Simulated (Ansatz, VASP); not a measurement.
**Cross-check of BaMg2Sb2 between VASP and Ansatz**

Wanted: the spread between two codes on one cell, functional and k mesh. The cell is taken from a series of runs on this material, whose earlier steps may have relaxed, scaled, displaced or heated it; both programs get it as it stands.

Method: plane waves, with VASP 6.6.1 beside it; dielectric response at LDA, in Ansatz 0.2.0.

**1. Starting point**

Symmetry: P-3m1, No. 164, trigonal system. The conventional cell has a = 4.770 Å, b = 4.770 Å, c = 8.100 Å, α = 90.00°, β = 90.00°, γ = 120.00°. Nearest to Ba lie 6 Sb at 3.51 Å. Mg has 4 Sb at 2.89 Å nearest. Nearest to Sb lie 4 Mg at 2.89 Å and 3 Ba at 3.51 Å. Farther neighbours are not listed.

As a file:

```xyz
5
Lattice="4.7700 0.0000 0.0000 -2.3850 4.1309 0.0000 0.0000 0.0000 8.1000" Properties=species:S:1:pos:R:3 pbc="T T T"
Ba    0.0000    0.0000    0.0000
Mg    0.0000    2.7540    5.0601
Mg    2.3850    1.3770    3.0399
Sb    0.0000    2.7540    2.1708
Sb    2.3850    1.3770    5.9292
```

**2. VASP: dielectric response, LDA**

The response to a field tests empty states and converges slowly with the mesh.

Lines of VASP's logs that name or quote its potential files are left out, and so is its time.

The input, INCAR:

```
SYSTEM = BaMg2Sb2
PREC = Accurate
ENCUT = 520
EDIFF = 1E-08
NELM = 120
ISMEAR = 0
SIGMA = 0.01
LREAL = .FALSE.
ALGO = Normal
GGA = CA
NBANDS = 18
LORBIT = 11
LWAVE = .FALSE.
LCHARG = .FALSE.
ISIF = 2
LEPSILON = .TRUE.
LASPH = .TRUE.
GGA_COMPAT = .FALSE.
KPAR = 2
```

The input, POSCAR:

```
BaMg2Sb2
1.0
    4.7700000000      0.0000000000      0.0000000000
   -2.3850000000      4.1309411761      0.0000000000
    0.0000000000      0.0000000000      8.1000000000
Ba Mg Sb
1 2 2
Direct
    0.0000000000      0.0000000000      0.0000000000
    0.3333333333      0.6666666667      0.6247000000
    0.6666666667      0.3333333333      0.3753000000
    0.3333333333      0.6666666667      0.2680000000
    0.6666666667      0.3333333333      0.7320000000
```

The input, KPOINTS:

```
Automatic mesh
0
Gamma
6 6 4
0 0 0
```

The projector-augmented-wave data sets are Ba_sv, Mg and Sb (LDA family, release 64).

Launch:

```sh
mpirun -np 2 vasp_std
```

Numbers of over 12 decimals in the logs are rounded to 6 here.

What it wrote:

```text
[banner, memory and clock lines left out]
running    2 mpi-ranks, on    1 nodes
 distrk:  each k-point on    1 cores,    2 groups
 distr:  one band on    1 cores,    1 groups

 POSCAR found type information on POSCAR BaMgSb
 POSCAR found :  3 types and       5 ions
 LDA part: xc-table for (Slater(with rela. corr.)+CA(PZ))
 , standard interpolation
 POSCAR, INCAR and KPOINTS ok, starting setup
 FFT: planning ... GRIDC
 FFT: planning ... GRID_SOFT
 FFT: planning ... GRID
 WAVECAR not read
 entering main loop
       N       E                     dE             d eps       ncg     rms          rms(c)
DAV:   1     0.126884864826E+03    0.12688E+03   -0.86407E+03   864   0.108E+03
DAV:   2    -0.798456409268E+01   -0.13487E+03   -0.13147E+03  1172   0.171E+02
DAV:   3    -0.199133094337E+02   -0.11929E+02   -0.11687E+02  1026   0.582E+01
DAV:   4    -0.202548541712E+02   -0.34154E+00   -0.34117E+00  1360   0.972E+00
DAV:   5    -0.202605575698E+02   -0.57034E-02   -0.57018E-02  1194   0.114E+00    0.546E+00
DAV:   6    -0.196231818292E+02    0.63738E+00   -0.10869E+00   984   0.356E+00    0.314E+00
DAV:   7    -0.195098722614E+02    0.11331E+00   -0.63903E-01  1120   0.277E+00    0.113E+00
DAV:   8    -0.195048243478E+02    0.50479E-02   -0.65442E-02   960   0.110E+00    0.123E-01
DAV:   9    -0.195042214172E+02    0.60293E-03   -0.45832E-03  1062   0.314E-01    0.781E-02
DAV:  10    -0.195042579276E+02   -0.36510E-04   -0.26577E-04  1204   0.813E-02    0.263E-02
DAV:  11    -0.195042627902E+02   -0.48625E-05   -0.59017E-05  1066   0.320E-02    0.886E-03
DAV:  12    -0.195042613207E+02    0.14695E-05   -0.10663E-05  1038   0.135E-02    0.334E-03
DAV:  13    -0.195042614445E+02   -0.12378E-06   -0.95752E-07  1050   0.541E-03    0.856E-04
DAV:  14    -0.195042614450E+02   -0.55525E-09   -0.83643E-08  1188   0.165E-03
   1 F= -.19504261E+02 E0= -.19504261E+02  d E =-.218695E-32
 Linear response reoptimize wavefunctions to high precision
DAV:   1    -0.195042614490E+02   -0.39911E-08   -0.25101E-08  1064   0.671E-04
DAV:   2    -0.195042614490E+02   -0.35925E-10   -0.13881E-09   624   0.172E-04
DAV:   3    -0.195042614491E+02   -0.61618E-10   -0.12445E-10   544   0.604E-05
 Linear response G [H, r] |phi>, progress :
  Direction:   1
       N       E                     dE             d eps       ncg     rms
RMM:   1    -0.108650264628E+03   -0.10865E+03    0.62090E+02  2030   0.996E+01
RMM:   2    -0.102543119268E+03    0.61071E+01   -0.29763E+01  1721   0.223E+01
RMM:   3    -0.103110866462E+03   -0.56775E+00   -0.72081E+00  1945   0.780E+00
RMM:   4    -0.103158422383E+03   -0.47556E-01   -0.11646E+00  2017   0.284E+00
RMM:   5    -0.103175242666E+03   -0.16820E-01   -0.26543E-01  2046   0.117E+00
RMM:   6    -0.103177436674E+03   -0.21940E-02   -0.56329E-02  2086   0.442E-01
RMM:   7    -0.103178207952E+03   -0.77128E-03   -0.40994E-02  2116   0.186E-01
RMM:   8    -0.103178025645E+03    0.18231E-03   -0.10252E-02  2134   0.838E-02
RMM:   9    -0.103178053267E+03   -0.27622E-04   -0.50690E-03  2163   0.417E-02
RMM:  10    -0.103177976671E+03    0.76595E-04   -0.80856E-03  2085   0.229E-02
RMM:  11    -0.103177996260E+03   -0.19589E-04   -0.90231E-03  2042   0.145E-02
RMM:  12    -0.103178007579E+03   -0.11319E-04   -0.91207E-03  1979   0.105E-02
RMM:  13    -0.103178008422E+03   -0.84291E-06   -0.94964E-03  1940   0.857E-03
RMM:  14    -0.103177999358E+03    0.90637E-05   -0.85644E-03  1908   0.763E-03
RMM:  15    -0.103178007493E+03   -0.81352E-05   -0.95568E-03  1873   0.717E-03
RMM:  16    -0.103178006776E+03    0.71706E-06   -0.89998E-03  1835   0.694E-03
RMM:  17    -0.103178044779E+03   -0.38003E-04   -0.94318E-03  1787   0.683E-03
RMM:  18    -0.103178023149E+03    0.21631E-04   -0.10082E-02  1778   0.677E-03
 Linear response G [H, r] |phi>, progress :
  Direction:   2
       N       E                     dE             d eps       ncg     rms
RMM:   1    -0.113771234049E+03   -0.11377E+03    0.58172E+02  2054   0.100E+02
RMM:   2    -0.108690082739E+03    0.50812E+01   -0.29160E+01  1751   0.230E+01
RMM:   3    -0.109550590475E+03   -0.86051E+00   -0.75281E+00  2000   0.793E+00
RMM:   4    -0.109625115311E+03   -0.74525E-01   -0.10550E+00  2023   0.274E+00
RMM:   5    -0.109638556882E+03   -0.13442E-01   -0.21497E-01  2105   0.114E+00
RMM:   6    -0.109641734068E+03   -0.31772E-02   -0.45418E-02  2091   0.407E-01
RMM:   7    -0.109642319888E+03   -0.58582E-03   -0.56767E-03  2159   0.170E-01
RMM:   8    -0.109642480692E+03   -0.16080E-03    0.55129E-03  2176   0.772E-02
RMM:   9    -0.109642487990E+03   -0.72974E-05    0.63634E-03  2194   0.403E-02
RMM:  10    -0.109642547977E+03   -0.59987E-04    0.31100E-03  2150   0.236E-02
RMM:  11    -0.109642511136E+03    0.36840E-04    0.66839E-03  2097   0.165E-02
RMM:  12    -0.109642553947E+03   -0.42811E-04    0.38340E-03  2057   0.129E-02
RMM:  13    -0.109642510606E+03    0.43341E-04    0.62753E-03  2005   0.113E-02
[...]
RMM:   4    -0.480139379716E+01   -0.16370E-02   -0.61240E-03  2103   0.160E-01
RMM:   5    -0.480156148834E+01   -0.16769E-03   -0.97172E-04  2114   0.589E-02
RMM:   6    -0.480157958149E+01   -0.18093E-04   -0.23773E-04  2126   0.222E-02
RMM:   7    -0.480158207703E+01   -0.24955E-05   -0.32085E-05  2100   0.979E-03
RMM:   8    -0.480158248753E+01   -0.41050E-06   -0.39516E-05  2055   0.469E-03
[...]
RMM:   5    -0.497217580384E+01   -0.17551E-03   -0.11970E-03  1995   0.562E-02
RMM:   6    -0.497219051998E+01   -0.14716E-04   -0.11139E-04  2004   0.204E-02
RMM:   7    -0.497219414395E+01   -0.36240E-05   -0.11296E-04  1933   0.923E-03
RMM:   8    -0.497219437750E+01   -0.23355E-06   -0.77998E-05  1898   0.399E-03
RMM:   9    -0.497219452982E+01   -0.15232E-06   -0.20306E-05  1780   0.214E-03
RMM:  10    -0.497219455501E+01   -0.25191E-07   -0.11519E-05  1691   0.120E-03
RMM:  11    -0.497219456770E+01   -0.12690E-07   -0.41297E-06  1618   0.821E-04
RMM:  12    -0.497219456786E+01   -0.15740E-09   -0.45068E-06  1560   0.631E-04
RMM:  13    -0.497219457124E+01   -0.33866E-08   -0.19989E-07  1482   0.547E-04
RMM:  14    -0.497219457052E+01    0.72403E-09   -0.48945E-07  1381   0.508E-04
RMM:  15    -0.497219457481E+01   -0.42857E-08   -0.58616E-07  1305   0.492E-04
RMM:  16    -0.497219457233E+01    0.24722E-08   -0.10142E-06  1260   0.483E-04
RMM:  17    -0.497219457145E+01    0.88413E-09    0.24718E-06  1225   0.480E-04
 change of polarisation eV/A/(eV/A) component  3 :    -0.075    -0.739     9.944
 dielectric tensor                  component  3 :    -0.085    -0.838    12.274
 Linear response to external field, progress :
  Direction:   1
       N       E                     dE             d eps       ncg     rms          rms(c)
RMM:   1    -0.497322939307E+01   -0.49732E+01   -0.21763E+01  3816   0.626E+00
RMM:   2    -0.538350270074E+01   -0.41027E+00   -0.47543E-01  3669   0.181E+00    0.253E+00
RMM:   3    -0.512357995640E+01    0.25992E+00   -0.34845E-01  3248   0.207E+00    0.143E+00
RMM:   4    -0.525317844610E+01   -0.12960E+00   -0.42291E-01  3240   0.225E+00    0.293E-01
RMM:   5    -0.531258598555E+01   -0.59408E-01   -0.34893E-02  3685   0.698E-01    0.394E-02
RMM:   6    -0.531407021322E+01   -0.14842E-02   -0.57780E-03  3979   0.202E-01    0.327E-02
RMM:   7    -0.531638561595E+01   -0.23154E-02   -0.11701E-03  3863   0.702E-02    0.985E-03
RMM:   8    -0.531616455342E+01    0.22106E-03   -0.27905E-04  4119   0.309E-02    0.167E-03
RMM:   9    -0.531603990701E+01    0.12465E-03   -0.10445E-04  4076   0.123E-02    0.991E-04
RMM:  10    -0.531609309612E+01   -0.53189E-04   -0.35299E-05  4221   0.586E-03    0.336E-04
RMM:  11    -0.531610412057E+01   -0.11024E-04   -0.10949E-05  4229   0.290E-03    0.252E-04
RMM:  12    -0.531610880254E+01   -0.46820E-05   -0.39860E-06  4167   0.172E-03    0.111E-04
RMM:  13    -0.531611274143E+01   -0.39389E-05   -0.41395E-06  3987   0.120E-03    0.303E-05
RMM:  14    -0.531611089445E+01    0.18470E-05   -0.31345E-06  3640   0.951E-04    0.343E-05
RMM:  15    -0.531611123316E+01   -0.33871E-06   -0.10552E-06  3294   0.826E-04    0.238E-05
RMM:  16    -0.531611180011E+01   -0.56695E-06   -0.24002E-06  3147   0.780E-04    0.545E-06
 change of polarisation eV/A/(eV/A) component  1 :     9.913    -2.556     0.490
 dielectric tensor                  component  1 :    12.239    -2.898     0.556
 Linear response to external field, progress :
  Direction:   2
       N       E                     dE             d eps       ncg     rms          rms(c)
RMM:   1    -0.497758316373E+01   -0.49776E+01   -0.21807E+01  3850   0.620E+00
RMM:   2    -0.538387220365E+01   -0.40629E+00   -0.47450E-01  3717   0.179E+00    0.253E+00
RMM:   3    -0.512402581109E+01    0.25985E+00   -0.35399E-01  3291   0.207E+00    0.143E+00
RMM:   4    -0.525321532021E+01   -0.12919E+00   -0.42335E-01  3280   0.225E+00    0.292E-01
RMM:   5    -0.531278727281E+01   -0.59572E-01   -0.34005E-02  3732   0.687E-01    0.397E-02
RMM:   6    -0.531403261977E+01   -0.12453E-02   -0.59478E-03  4072   0.200E-01    0.326E-02
RMM:   7    -0.531642210841E+01   -0.23895E-02   -0.10246E-03  4005   0.689E-02    0.102E-02
RMM:   8    -0.531615121930E+01    0.27089E-03   -0.19344E-04  4221   0.298E-02    0.174E-03
RMM:   9    -0.531603288627E+01    0.11833E-03   -0.44432E-05  4284   0.119E-02    0.101E-03
RMM:  10    -0.531607638608E+01   -0.43500E-04   -0.83635E-06  4316   0.574E-03    0.330E-04
RMM:  11    -0.531608333825E+01   -0.69522E-05   -0.68462E-06  4271   0.287E-03    0.194E-04
RMM:  12    -0.531608536443E+01   -0.20262E-05   -0.34378E-06  4372   0.168E-03    0.135E-04
RMM:  13    -0.531608950599E+01   -0.41416E-05   -0.28711E-06  4053   0.118E-03    0.473E-05
RMM:  14    -0.531608791134E+01    0.15946E-05   -0.24841E-06  3795   0.932E-04    0.258E-05
RMM:  15    -0.531608840610E+01   -0.49476E-06   -0.26184E-06  3417   0.814E-04    0.722E-06
 change of polarisation eV/A/(eV/A) component  2 :    -2.555     9.913    -0.000
 dielectric tensor                  component  2 :    -2.896    12.239    -0.000
 Linear response to external field, progress :
  Direction:   3
       N       E                     dE             d eps       ncg     rms          rms(c)
RMM:   1    -0.450384043143E+01   -0.45038E+01   -0.18873E+01  1933   0.620E+00
RMM:   2    -0.494441721019E+01   -0.44058E+00   -0.44556E-01  1776   0.171E+00    0.255E+00
RMM:   3    -0.462388995088E+01    0.32053E+00   -0.44486E-01  1641   0.224E+00    0.142E+00
RMM:   4    -0.473033066213E+01   -0.10644E+00   -0.46525E-01  1655   0.233E+00    0.358E-01
RMM:   5    -0.480290744384E+01   -0.72577E-01   -0.35420E-02  1825   0.698E-01    0.946E-02
RMM:   6    -0.480999037607E+01   -0.70829E-02   -0.49991E-03  1859   0.198E-01    0.548E-02
RMM:   7    -0.481427876497E+01   -0.42884E-02   -0.92505E-04  1876   0.674E-02    0.115E-02
RMM:   8    -0.481363622856E+01    0.64254E-03   -0.25946E-05  2003   0.285E-02    0.569E-03
RMM:   9    -0.481377631517E+01   -0.14009E-03   -0.16981E-04  1899   0.128E-02    0.263E-03
RMM:  10    -0.481381379232E+01   -0.37477E-04    0.72973E-08  1983   0.595E-03    0.917E-04
RMM:  11    -0.481381846990E+01   -0.46776E-05   -0.42089E-05  1969   0.307E-03    0.882E-05
RMM:  12    -0.481380657830E+01    0.11892E-04   -0.13201E-05  2103   0.140E-03    0.791E-05
RMM:  13    -0.481380583672E+01    0.74158E-06   -0.35414E-06  1974   0.850E-04    0.394E-05
RMM:  14    -0.481380590577E+01   -0.69057E-07   -0.82200E-06  1830   0.626E-04    0.113E-05
RMM:  15    -0.481380511770E+01    0.78808E-06   -0.37318E-06  1597   0.533E-04    0.105E-05
RMM:  16    -0.481380508283E+01    0.34860E-07   -0.67397E-06  1456   0.503E-04    0.409E-06
 change of polarisation eV/A/(eV/A) component  3 :    -0.061    -0.725     8.910
 dielectric tensor                  component  3 :    -0.069    -0.822    11.101
 Born effective charges drift removed
```

Parts of OUTCAR (step 2):

```text
ion  position               nearest neighbor table
   1  0.000  0.000  0.000-   4 3.51   5 3.51   5 3.51   4 3.51   5 3.51   4 3.51   2 4.10   3 4.10
                             2 4.10   3 4.10   3 4.10   2 4.10
   2  0.333  0.667  0.625-   5 2.89   5 2.89   5 2.89   4 2.89   3 3.42   3 3.42   3 3.42   1 4.10
                             1 4.10   1 4.10
   3  0.667  0.333  0.375-   4 2.89   4 2.89   4 2.89   5 2.89   2 3.42   2 3.42   2 3.42   1 4.10
                             1 4.10   1 4.10
   4  0.333  0.667  0.268-   3 2.89   3 2.89   3 2.89   2 2.89   1 3.51   1 3.51   1 3.51
   5  0.667  0.333  0.732-   2 2.89   2 2.89   2 2.89   3 2.89   1 3.51   1 3.51   1 3.51

  LATTYP: Found a hexagonal cell.
 ALAT       =     4.7700000000
 C/A-ratio  =     1.6981132075

 Subroutine GETGRP returns: Found 12 space group operations
 (whereof 12 operations were pure point group operations)

The static configuration has the point symmetry D_3d.

 Found     24 irreducible k-points:

   k-points           NKPTS =     24   k-points in BZ     NKDIM =     24   number of bands    NBANDS=     18

   dimension x,y,z NGX =    36 NGY =   36 NGZ =   60
   dimension x,y,z NGXF=    72 NGYF=   72 NGZF=  120

   ENCUT  =  520.0 eV  38.22 Ry    6.18 a.u.   8.87  8.87 15.06*2*pi/ulx,y,z

   NELECT =      24.0000    total number of electrons

 k-points in reciprocal lattice and weights: Automatic mesh
   0.00000000  0.00000000  0.00000000       0.007
   0.16666667 -0.00000000  0.00000000       0.042
   0.33333333 -0.00000000  0.00000000       0.042
   0.50000000  0.00000000  0.00000000       0.021
   0.16666667  0.16666667  0.00000000       0.042
   0.33333333  0.16666667  0.00000000       0.083
   0.33333333  0.33333333  0.00000000       0.014
   0.00000000  0.00000000  0.25000000       0.014
   0.16666667 -0.00000000  0.25000000       0.042
[...]
0.33333333  0.16666667  0.50000000       0.083
   0.33333333  0.33333333  0.50000000       0.014

 average (electrostatic) potential at core
       1 -35.7725       2 -38.4132       3 -38.4132       4 -88.9601       5 -88.9601

  Total       -1.4587029     -1.4587029     -1.4751172      0.0000000      0.0000000      0.0000000
  in kB      -14.6428298    -14.6428298    -14.8076011      0.0000000      0.0000000      0.0000000
  external PRESSURE =     -14.6977535 kB  Pullay stress =       0.0000000 kB

  energy-cutoff  :      520.00
  volume of cell :      159.61
      direct lattice vectors                 reciprocal lattice vectors
     4.770000000  0.000000000  0.000000000     0.209643606  0.121037792  0.000000000
    -2.385000000  4.130941176  0.000000000     0.000000000  0.242075585  0.000000000
     0.000000000  0.000000000  8.100000000     0.000000000  0.000000000  0.123456790

 POSITION                                       TOTAL-FORCE (eV/Angst)
 -----------------------------------------------------------------------------------
      0.00000      0.00000      0.00000         0.000000      0.000000      0.000000
     -0.00000      2.75396      5.06007         0.000000      0.000000      0.012314
      2.38500      1.37698      3.03993         0.000000     -0.000000     -0.012314
     -0.00000      2.75396      2.17080         0.000000     -0.000000     -0.028385
      2.38500      1.37698      5.92920        -0.000000      0.000000      0.028385
 -----------------------------------------------------------------------------------
    total drift:                                0.000000      0.000000     -0.000000

 MACROSCOPIC STATIC DIELECTRIC TENSOR (including local field effects in DFT)
 ------------------------------------------------------
          12.238737    -0.000000     0.000000
           0.000000    12.238737     0.000000
          -0.000000     0.000000    11.101488
 ------------------------------------------------------

 PIEZOELECTRIC TENSOR (including local field effects)  for field in x, y, z        (C/m^2)
          XX          YY          ZZ          XY          YZ          ZX
  --------------------------------------------------------------------------------
  x     0.00000     0.00000     0.00000     0.00000     0.00000     0.00000
  y     0.00000     0.00000     0.00000     0.00000     0.00000     0.00000
  z     0.00000     0.00000     0.00000     0.00000     0.00000     0.00000

 BORN EFFECTIVE CHARGES (including local field effects) (in |e|, cummulative output)
 ---------------------------------------------------------------------------------
 ion    1
    1     2.67109     0.00000     0.00000
    2     0.00000     2.67109    -0.00000
    3     0.00000    -0.00000     3.34864
 ion    2
    1     1.92027     0.00000     0.00000
    2     0.00000     1.92027     0.00000
    3    -0.00000     0.00000     1.67970
 ion    3
    1     1.92027     0.00000     0.00000
    2     0.00000     1.92027     0.00000
    3    -0.00000     0.00000     1.67970
 ion    4
    1    -3.25582     0.00000     0.00000
    2     0.00000    -3.25582     0.00000
    3     0.00000     0.00000    -3.35402
 ion    5
    1    -3.25582     0.00000     0.00000
    2     0.00000    -3.25582     0.00000
    3     0.00000     0.00000    -3.35402
```

Harder data sets than Ba_sv exist (the GW ones), and pressures, volumes and forces can shift noticeably with them.

(Part 1 of 2 ends here.)

[Lines on the potential files, build, host, timing and source positions are cut from VASP's logs without a mark.]

[Logs are printed without paths, hosts, clocks, repeated set-up lines and the standing remarks that a program may print on its own settings, such as how far it seeks lower states.]

[Hosts, paths, dates, database ids (printed as entryN), source tags and the programs' standing remarks are cut or masked in the printed files.]
